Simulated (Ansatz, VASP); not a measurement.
## ZnS (ZnS (F-43m)): VASP beside Ansatz

Wanted: the spread between two codes on one cell, functional and k mesh. The cell is taken from a series of runs on this material, whose earlier steps may have relaxed, scaled, displaced or heated it; both programs get it as it stands.

Calculated with Ansatz 0.2.0; plane waves, with VASP 6.6.1 beside it; single point at HSE06.

In doubt: a hybrid run on one k-point, which bears on gaps, levels and energies.

**1. The structure**

Symmetry: F-43m, No. 216, cubic system. The conventional cell has a = 5.356 Å, b = 5.356 Å, c = 5.356 Å, α = 90.00°, β = 90.00°, γ = 90.00°. Nearest to Zn lie 4 S at 2.32 Å. Nearest to S lie 4 Zn at 2.32 Å. Farther neighbours and most contacts between anions are not listed. That group holds within 0.01 Å; judged at 0.001 Å it is Cm (No. 8).

Structure file:

```cif
data_structure
_symmetry_space_group_name_H-M 'F-43m'
_symmetry_Int_Tables_number 216
_cell_length_a 5.3564
_cell_length_b 5.3564
_cell_length_c 5.3564
_cell_angle_alpha 90.000
_cell_angle_beta 90.000
_cell_angle_gamma 90.000
_cell_volume 153.68
loop_
_atom_site_label
_atom_site_type_symbol
_atom_site_symmetry_multiplicity
_atom_site_Wyckoff_symbol
_atom_site_fract_x
_atom_site_fract_y
_atom_site_fract_z
_atom_site_occupancy
Zn1 Zn 4 d 0.25000 0.75000 0.25000 1
S1 S 4 b 0.50000 0.00000 0.00000 1
```

**2. Ansatz: single point, HSE06**

Ansatz runs on its PAW soft_1 files.

A single point gives forces, pressure and levels at one fixed geometry, so differences don't come from the geometry; what else differs is listed under the comparison.

The input, input.yaml:

```yaml
crystal:
  checkpoint: "../host.xf4.run"
basis:
  ecutwfc: 420.0
  ecutrho_ratio: 4
  xc_grid: 2
  fft_grid_basis: typed
  precision: f64
kpoints:
  mp_grid: { grid: [1, 1, 1] }
hamiltonian:
  xc: hse06
  pseudopotentials:
    kind: paw
    azcp: { folder: soft_1, S: "soft_1/S.paw.azcp", Zn: "soft_1/Zn.paw.azcp" }
scf:
  max_iter: 60
  occupations: { method: fixed }
  exx: { ecutfock_ratio: 4 }
output:
  eigenvalues: true
checkpoint:
  write: "../edges.xf4.run"
  compress: false
  write_wavefunctions: false
  write_every: 100000
```

The run is started by

```console
> ansatz run input.yaml --threads 32 --pin off --max-ram 84787MiB --backend cuda --events-out ev --progress --plain --runs-dir out --max-vram 78GiB
```

Numbers of over 12 decimals in the logs are rounded to 6 here.

The log of the run:

```text
crystal.checkpoint: the structure is that of <dir>, a `scf` run: its result, under hse06 at a charge of 0 e; 18 atoms read, 0 with a starting moment; no density is read with it (checkpoint.read); crystal.structure_sha256 for this input is
exact exchange: scf.exx.singularity resolves to wigner_seitz, which cuts the screened interaction at the faces of the exchange supercell's Wigner-Seitz cell, so that each pair interacts once, at the shortest of its separations (the periodic images that this leaves out come, for a point-like exchange hole, to about 0.543 eV on a filled level). The cut falls within the interaction's reach, and what an exchange supercel
Engine: ansatz 0.2.0, aarch64-unknown-linux-gnu
Pseudopotentials: kind: paw
Pseudopotential: Zn, paw, valence charge 12, recommended cutoff 420 eV (normal), soft_1/Zn.paw.azcp
Pseudopotential: S, paw, valence charge 6, recommended cutoff 420 eV (normal), soft_1/S.paw.azcp
Functional definition: HSE06
  parameter a = 0.25
  parameter omega = 0.11/bohr
  exchange = pbe_x - a*pbe_x_sr(omega) + a*exact_x_sr(omega)
  correlation = pbe_c
davidson cushion auto → on  (no smearing: the cushion is to keep the highest requested band from converging to the state above it; pin scf.eigensolver.cushion to override)
device memory: the entry about to start is reckoned to put 2.1 GiB on a device that reports 183.5 GiB free (of which the cap on the GPU budget leaves the run 78.0 GiB)
GPU FFT provider: cuFFT
GPU libraries: cuBLAS 13.8.1, cuFFT 12.4.0, cuSOLVER 12.3.2
Crystal: 18 atoms, lattice volume = 345.773 Å³
Basis set: ecut = 420 eV, 6755 PW (Γ), exchange–correlation on 160×160×54 points (8 copies of the dense FFT grid, shifted against one another)
Bands: 99, of which v1, the nominal top of the filled ones, is band 81 counted from 1 (80 counted from 0)
Symmetry: 18 space group operations
Space group: Cm (ITA 8), of the structure as read, at distance tolerance 7.0e-5 Å
k-points: 1
Non-local potential: Zn, projectors of the file, l = 0: 2, l = 1: 2, l = 2: 3, l = 3: 1
Non-local potential: S, projectors of the file, l = 0: 2, l = 1: 2, l = 2: 1
PAW form: soft (Blöchl's): semilocal exchange-correlation on the pseudo side does not see the compensation charge
PAW frozen core: Zn, regenerated for the run's functional, and the local potential with it (the file was generated under x = pbe(κ = 0.804, μ = 0.219515), c = pbe(β = 0.066725))
PAW frozen core: S, regenerated for the run's functional, and the local potential with it (the file was generated under x = pbe(κ = 0.804, μ = 0.219515), c = pbe(β = 0.066725))
PAW one-centre angular grid: Zn, 590 points (default); XC on 64 Gauss nodes
PAW one-centre angular grid: S, 110 points (default); XC on 64 Gauss nodes
Initial density: superposition of atomic densities (chi_scale 0.1, normalization cell, long waves kept (reshape's long-wave potential 0.00 eV rms))
Initial wavefunctions: pseudopotential atomic-orbital guess
GPU buffer pool allocated for 172800 grid points (all kernels)
GPU transforms: local potential and band sums: pruned to the plane-wave sphere, on 75×75×25
Functional: x = pbe(κ = 0.804, μ = 0.219515), c = pbe(β = 0.066725), warm-up for x = pbe(κ = 0.804, μ = 0.219515) + 0.25 (exact − pbe) at short range (hse, ω = 0.207870 Å⁻¹), c = pbe(β = 0.066725); HSE06 as pw.x's `hse` composes it (authors' and Libxc's form: `xc: wpbeh`)
SCF iter   1: F=—  HF=-37986.103306 eV  |Δ(HF+E_count)|=         —  Δρ=5.77e-2  dr2=8.87e0  Hψ=342
preconditioner: auto → none  [insulator: Δε(μ)=2.414 eV  Ē_g=11.050 eV  n_scr=90 (ndim 8)  ℏωp=25.4 eV  f_vac=0.000]
SCF iter   2: F=—  HF=-37984.651402 eV  |Δ(HF+E_count)|=    1.45e0  Δρ=2.16e-2  dr2=9.15e-1  Hψ=321
SCF iter   3: F=—  HF=-37984.586729 eV  |Δ(HF+E_count)|=   6.47e-2  Δρ=1.49e-2  dr2=3.99e-1  Hψ=319
iter 4 solved again at ethr=1.93e-5 eV; its pass at ethr=2.46e-4 eV (dr2=3.12e-2 eV) is discarded
SCF iter   4: F=—  HF=-37984.542874 eV  |Δ(HF+E_count)|=   4.39e-2  Δρ=3.63e-3  dr2=3.04e-2  Hψ=520
SCF iter   5: F=—  HF=-37984.545710 eV  |Δ(HF+E_count)|=   2.84e-3  Δρ=7.38e-4  dr2=1.28e-3  Hψ=268
SCF iter   6: F=-37984.546107 eV  HF=-37984.546211 eV  |Δ(HF+E_count)|=   5.02e-4  Δρ=1.85e-4  dr2=1.38e-4  Hψ=306
SCF 1 stopped early in 6 iterations: F = -37984.546107 eV  dr2 = 1.38e-4
  greatest PAW one-centre occupation: 0.988 electrons in one spin orbital (limit 2), on the Zn atom at site 16 (counted from 0), in its partial waves of l = 2
device memory: the entry about to start is reckoned to put 2.7 GiB on a device that reports 183.4 GiB free (of which the cap on the GPU budget leaves the run 78.0 GiB)
GPU FFT provider: cuFFT
GPU libraries: cuBLAS 13.8.1, cuFFT 12.4.0, cuSOLVER 12.3.2
Initial density: handed on by an earlier stage of this run
Initial wavefunctions: those handed on with the density
GPU buffer pool allocated for 172800 grid points (all kernels)
GPU transforms: local potential and band sums: pruned to the plane-wave sphere, on 75×75×25
Functional: x = pbe(κ = 0.804, μ = 0.219515) + 0.25 (exact − pbe) at short range (hse, ω = 0.207870 Å⁻¹), c = pbe(β = 0.066725); HSE06 as pw.x's `hse` composes it (authors' and Libxc's form: `xc: wpbeh`)
Exchange kernel: α = 0.2500, screened, ω = 0.2079 Å⁻¹, Wigner–Seitz truncation, v(0) = 599.0727 eV·Å³, q-mesh 1×1×1, nearest image of the exchange supercell L = 3.79 Å, pair-density grid 64×64×24, without the augmentation charges, whose exchange is taken in its separable form
Frozen-core exchange: fock
SCF iter   1: F=—  HF=-37991.726348 eV  |Δ(HF+E_count)|=         —  Δρ=2.27e-2  dr2=9.16e-1  Hψ=796
preconditioner: auto → none  [insulator: Δε(μ)=3.410 eV  Ē_g=13.090 eV  n_scr=90 (ndim 8)  ℏωp=25.4 eV  f_vac=0.056]
SCF iter   2: F=—  HF=-37991.442492 eV  |Δ(HF+E_count)|=   2.84e-1  Δρ=3.39e-3  dr2=2.90e-2  Hψ=528
SCF iter   3: F=—  HF=-37991.531807 eV  |Δ(HF+E_count)|=   8.93e-2  Δρ=3.68e-3  dr2=2.20e-2  Hψ=478
SCF iter   4: F=—  HF=-37991.527362 eV  |Δ(HF+E_count)|=   4.45e-3  Δρ=1.11e-3  dr2=2.73e-3  Hψ=351
SCF iter   5: F=—  HF=-37991.527187 eV  |Δ(HF+E_count)|=   1.74e-4  Δρ=1.51e-4  dr2=2.06e-4  Hψ=265
SCF iter   6: F=-37991.528580 eV  HF=-37991.528647 eV  |Δ(HF+E_count)|=   1.46e-3  Δρ=2.06e-4  dr2=8.17e-5  Hψ=441
SCF 2 stopped early in 6 iterations: F = -37991.528580 eV  dr2 = 8.17e-5
  greatest PAW one-centre occupation: 0.989 electrons in one spin orbital (limit 2), on the Zn atom at site 16 (counted from 0), in its partial waves of l = 2
hybrid outer 1: dexx = +9.784e-2 eV, tail = 5.92e-4 eV
GPU FFT provider: cuFFT
GPU libraries: cuBLAS 13.8.1, cuFFT 12.4.0, cuSOLVER 12.3.2
GPU buffer pool allocated for 172800 grid points (all kernels)
GPU transforms: local potential and band sums: pruned to the plane-wave sphere, on 75×75×25
Exchange kernel: α = 0.2500, screened, ω = 0.2079 Å⁻¹, Wigner–Seitz truncation, v(0) = 599.0727 eV·Å³, q-mesh 1×1×1, nearest image of the exchange supercell L = 3.79 Å, pair-density grid 64×64×24, without the augmentation charges, whose exchange is taken in its separable form
Frozen-core exchange: fock
SCF iter   1: F=—  HF=-37991.523587 eV  |Δ(HF+E_count)|=         —  Δρ=2.74e-5  dr2=5.01e-6  Hψ=230
preconditioner: auto → none  [insulator: Δε(μ)=3.418 eV  Ē_g=12.816 eV  n_scr=90 (ndim 8)  ℏωp=25.4 eV  f_vac=0.058]
SCF iter   2: F=—  HF=-37991.523619 eV  |Δ(HF+E_count)|=   3.16e-5  Δρ=3.27e-5  dr2=3.94e-6  Hψ=466
iter 3 solved again at ethr=5.32e-11 eV; its pass at ethr=1.60e-9 eV (dr2=8.62e-8 eV) is discarded
SCF iter   3: F=—  HF=-37991.523617 eV  |Δ(HF+E_count)|=   1.29e-6  Δρ=6.92e-6  dr2=2.45e-7  Hψ=533
SCF iter   4: F=-37991.523618 eV  HF=-37991.523618 eV  |Δ(HF+E_count)|=   9.77e-7  Δρ=4.50e-6  dr2=5.09e-8  Hψ=382
SCF 3 converged in 4 iterations: F = -37991.523618 eV  dr2 = 5.09e-8
hybrid outer 2: dexx = +1.581e-5 eV, tail = 3.07e-7 eV, Δε = 1.98e-3 eV (about 6.59e-5 eV left of the loop's levels)
WARN: the filled states extend beyond the cell (their overlap across the Brillouin zone is 0.274, against 0 in a metal and nearly 1 for localised states). With one k-point a hybrid's gap, moments and forces can then be wrong. Use a denser k-mesh, or a larger cell for a defect
hybrid SCF converged: 2 outer / 10 inner (+6 warm-up), last move |dexx| = 1.58e-5 eV, tail = 3.07e-7 eV
Stability not checked: this state was not tested for a lower state beside it, because the functional holds exact exchange (a hybrid, or Hartree-Fock), whose exchange loop this test does not read (fock_operator; see scf.lower_state_search)
Free energy (F): -37991.523617 eV
Frozen-core exchange: fock
Harris-Foulkes:  -37991.523617 eV  (|F-HF|=2.59e-8)
Internal energy: -37991.523617 eV  (E = F + TS)
E sigma→0 (E₀):  -37991.523617 eV
Fermi energy:    5.702855 eV
--- Per-component energies (eV) ---
  E_band       = -166.726709
  E_kinetic    = 2317.372377
  E_local      = -20401.696013  (includes V_loc(G=0)·N_el)
  E_nonlocal   = 7762.676962
  E_hartree    = 7827.033340
  E_xc         = -1217.681800
  E_vxc        = -977.474520  (∫ρ·V_xc dr)
  E_exx        = -482.690605  (= α·E_x^exact, valence–valence)
  E_paw        = -22420.719485  (= ΣΔE_a)
  E_vpaw       = -3556.300642  (= ΣTr[D̂ρ^β])
  E_aug_tail   = -0.002402  (compensation charges beyond the density's cutoff)
  E_ewald      = -11380.741879
  E_core_change = 4.925888  (= ΣΔE_core)
  E_smearing   = -0.000000  (= −TS)
  E_closure    = -0.000000  (closes the sum)
  Σ components = -37991.523617   (vs F -37991.523617, Δ=0.00e0)
--- Band table (eV) ---
  k-point 0: bands = ["-8.7390", "-7.9726", "-7.9726", "-7.9726", "-7.9726", "-7.7163", "-7.7163", "-7.4029", "-7.4029", "-2.6402", "-2.6309", "-2.5744", "-2.5461", "-2.5461", "-2.5461", "-2.5461", "-
```

(Part 1 of 2 ends here.)

[Lines on the potential files, build, host, timing and source positions are cut from VASP's logs without a mark.]

[Logs are printed without paths, hosts, clocks, repeated set-up lines and the standing remarks that a program may print on its own settings, such as how far it seeks lower states.]

[Hosts, paths, dates, database ids (printed as entryN), source tags and the programs' standing remarks are cut or masked in the printed files.]
